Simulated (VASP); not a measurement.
# Si2W: cell size and functional, part 3 of 3

How much does the relaxed cell of Si2W depend on the functional? The starting structure is a measured crystal structure from the Crystallography Open Database. The first relaxation on each setting starts from this cell expanded by 3 % in volume.

VASP 6.6.1.

Results so far: PBEsol 13.35 Å³ an atom; LDA 13.16 Å³ an atom; PBE 13.63 Å³ an atom; PBEsol + D3(BJ) 12.98 Å³ an atom; r2SCAN 13.38 Å³ an atom; r2SCAN + rVV10 13.34 Å³ an atom.

### Step 8. Relaxation with optB86b-vdW (continued)

Level of this step: optB86b-vdW; plane waves and PAW (W, Si) (VASP).

From OUTCAR (step 8):

```text
  Total        0.0125925      0.0125925      0.0110902      0.0000000      0.0000000      0.0000000
  in kB        0.4943888      0.4943888      0.4354087      0.0000000      0.0000000      0.0000000
  external PRESSURE =       0.4747288 kB  Pullay stress =       0.0000000 kB

 POSITION                                       TOTAL-FORCE (eV/Angst)
 -----------------------------------------------------------------------------------
      0.00000      0.00000      0.00000         0.000000      0.000000     -0.000000
      0.00000      0.00000      5.22483        -0.000000     -0.000000      0.004220
      0.00000      0.00000      2.62991        -0.000000     -0.000000     -0.004220
 -----------------------------------------------------------------------------------
    total drift:                               -0.000000     -0.000000     -0.000000

  FREE ENERGIE OF THE ION-ELECTRON SYSTEM (eV)
  ---------------------------------------------------
  free  energy   TOTEN  =       -20.5508062116 eV

  energy  without entropy=      -20.5506024738  energy(sigma->0) =      -20.55070434

[... 2 parts as in an earlier step ...]

[... 2 further parts left out ...]
[key lines of the parts left out:]
E-fermi :  10.3656
```

With optB86b-vdW the relaxed cell holds 13.603 Å³ an atom, +0.92 % against the measured cell, with a = 3.223 Å and c = 7.855 Å. That is +1.90 % from PBEsol. Pressures at 0.985 and 1.015 times this volume, from two more relaxations that aren't shown, give a bulk modulus of 224.6 GPa.

### Step 9. Relaxation with TPSS

TPSS is an older meta-GGA. This run starts from the cell of an earlier relaxation, which isn't shown; the restart sets up the plane waves anew.

Contents of INCAR:

```
SYSTEM = Si2W
PREC = Accurate
ENCUT = 450
EDIFF = 1E-06
NELM = 100
ISMEAR = 0
SIGMA = 0.05
LREAL = .FALSE.
ALGO = Normal
METAGGA = TPSS
LASPH = .TRUE.
NBANDS = 13
LORBIT = 11
LWAVE = .FALSE.
LCHARG = .FALSE.
KPAR = 8
IBRION = 2
NSW = 50
ISIF = 3
EDIFFG = -0.006
```

Contents of POSCAR:

```
Si2W
1.0
   -1.6006379927      1.6006379927      3.9139637162
    1.6006379927     -1.6006379927      3.9139637162
    1.6006379927      1.6006379927     -3.9139637162
W Si
1 2
Direct
    0.0000000000      0.0000000000      0.0000000000
    0.6658643293      0.6658643293      0.0000000000
    0.3341356707      0.3341356707      0.0000000000
```

Contents of KPOINTS:

```
Automatic mesh
0
Gamma
14 14 14
0 0 0
```

Potentials, in the order of the species: W and Si (PBE family, release 64).

The run is started by

```console
mpirun -np 8 vasp_std
```

Output:

```text
[... set-up lines as in an earlier step ...]
 entering main loop
       N       E                     dE             d eps       ncg     rms          rms(c)
DAV:   1     0.929075747483E+02    0.92908E+02   -0.70521E+03  6449   0.123E+03
DAV:   2     0.276181503435E+01   -0.90146E+02   -0.82095E+02 10209   0.305E+02
DAV:   3    -0.334159062811E+01   -0.61034E+01   -0.58222E+01  9921   0.760E+01
DAV:   4    -0.356215304392E+01   -0.22056E+00   -0.21894E+00 10406   0.166E+01
[...]
DAV:  15    -0.353387397178E+02    0.82457E-05   -0.15634E-05  9063   0.312E-02    0.496E-02
DAV:  16    -0.353387329618E+02    0.67560E-05   -0.21693E-05  9245   0.282E-02    0.125E-02
DAV:  17    -0.353387332553E+02   -0.29351E-06   -0.13013E-06  4227   0.814E-03
   1 F= -.35338733E+02 E0= -.35338563E+02  d E =-.353387E+02
[...]
reached required accuracy - stopping structural energy minimisation
```

Wall time 43 s (8 MPI ranks of Intel Xeon 6975P-C (Granite Rapids), shared host); peak memory 2.1 GiB; 4.6 min of CPU time.

From OUTCAR (step 9):

```text
  Total       -0.0082579     -0.0082579     -0.0050541      0.0000000      0.0000000      0.0000000
  in kB       -0.3298500     -0.3298500     -0.2018800      0.0000000      0.0000000      0.0000000
  external PRESSURE =      -0.2871933 kB  Pullay stress =       0.0000000 kB

 POSITION                                       TOTAL-FORCE (eV/Angst)
 -----------------------------------------------------------------------------------
      0.00000      0.00000      0.00000         0.000000      0.000000      0.000000
      0.00000      0.00000      5.21234         0.000000      0.000000     -0.001374
      0.00000      0.00000      2.61559        -0.000000     -0.000000      0.001374
 -----------------------------------------------------------------------------------
    total drift:                                0.000000      0.000000     -0.000000

  FREE ENERGIE OF THE ION-ELECTRON SYSTEM (eV)
  ---------------------------------------------------
  free  energy   TOTEN  =       -35.3387332553 eV

  energy  without entropy=      -35.3383921695  energy(sigma->0) =      -35.33856271

[... 2 parts as in an earlier step ...]

[... 2 further parts left out ...]
[key lines of the parts left out:]
E-fermi :  10.6264
```

With TPSS the relaxed cell holds 13.370 Å³ an atom, -0.80 % against the measured cell, with a = 3.201 Å and c = 7.828 Å. That is +0.16 % from PBEsol. Pressures at 0.985 and 1.015 times this volume, from two more relaxations that aren't shown, give a bulk modulus of 238.4 GPa.

### Step 10. The runs compared

```
          level  volume (Å³/atom)  against the measured cell (%)   a (Å)   c (Å)  bulk modulus (GPa)  pressure left (GPa)  core minutes
         PBEsol            13.349                          -0.96  3.2019  7.8125               238.1                  0.0          7.07
            LDA            13.159                          -2.37  3.1868  7.7745               244.1                  0.0          6.67
            PBE            13.635                           1.16  3.2262  7.8599               223.4                -0.02          6.29
PBEsol + D3(BJ)            12.983                          -3.68  3.1702  7.7509               254.9                  0.0          8.35
         r2SCAN            13.377                          -0.75  3.2082   7.798               239.7                -0.02          25.1
 r2SCAN + rVV10             13.34                          -1.03  3.2046  7.7938               242.4                 0.01          58.3
    optB86b-vdW            13.603                           0.92  3.2235  7.8547               224.6                 0.05          32.3
           TPSS             13.37                           -0.8  3.2013  7.8279               238.4                -0.03          23.5
```

Core minutes are wall time times ranks, summed over the relaxations behind a row (those for a bulk modulus apart), on shared hosts.

### Step 11. What came out

* volume, PBEsol: 13.35 Å³/atom
* volume, LDA: 13.16 Å³/atom
* volume, PBE: 13.63 Å³/atom
* volume, PBEsol + D3(BJ): 12.98 Å³/atom
* volume, r2SCAN: 13.38 Å³/atom
* volume, r2SCAN + rVV10: 13.34 Å³/atom
* volume, optB86b-vdW: 13.60 Å³/atom
* volume, TPSS: 13.37 Å³/atom

**Reading.** Across 8 levels the volume of Si2W spans 5.0 %, from 12.98 Å³ an atom (PBEsol + D3(BJ)) to 13.63 Å³ (PBE). Against the measured volume of the starting structure, r2SCAN comes nearest (-0.8 %) and PBEsol + D3(BJ) lies farthest (-3.7 %). The measured cell holds zero-point expansion and, unless it was taken cold, thermal expansion, which the runs lack, so small differences decide nothing. Adding D3(BJ) to PBEsol changes the volume by -2.7 %. Adding rVV10 to r2SCAN changes the volume by -0.3 %. The bulk modulus goes from 223.4 GPa (PBE) to 254.9 GPa (PBEsol + D3(BJ)). Spin-orbit coupling is left out of all runs, which can matter with elements this heavy. All runs keep the symmetry of the start, so they can't find a distortion of lower symmetry. Further runs on this material are not shown.

[Lines on the potential files, build, host, timing and source positions are cut from VASP's logs without a mark.]

[Logs are printed without paths, hosts, clocks, repeated set-up lines and the standing remarks that a program may print on its own settings, such as how far it seeks lower states.]

[Hosts, paths, dates, database ids (printed as entryN), source tags and the programs' standing remarks are cut or masked in the printed files.]
